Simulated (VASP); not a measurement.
Shape and ions are relaxed at each volume.

Energy against volume of Re (hcp). Level of theory: optB86b-vdW, VASP's PBE PAW potentials (set 64) (plane waves; VASP).

| V (Å³/atom) | E (eV/atom) |
|---|---|
| 13.919 | -10.16164 |
| 14.363 | -10.21702 |
| 14.807 | -10.23448 |
| 15.251 | -10.21982 |
| 15.695 | -10.17797 |

Question: Fit a third-order Birch-Murnaghan equation of state.

Answer: 
- volume per atom: 14.81 Å³/atom
- bulk modulus: 384 GPa
- pressure derivative of the bulk modulus: 4.54

Measured: bulk modulus 369 GPa at 0 K (computed value off by +4.2 %), as given by Vázquez-Parga, Fernández-Martínez, Viñes, J. Chem. Theory Comput. (2023), doi:10.1021/acs.jctc.3c00612, Supporting … [zero-point energy and finite temperature contributions removed].

The compound is Re in the hcp structure. It was relaxed first.
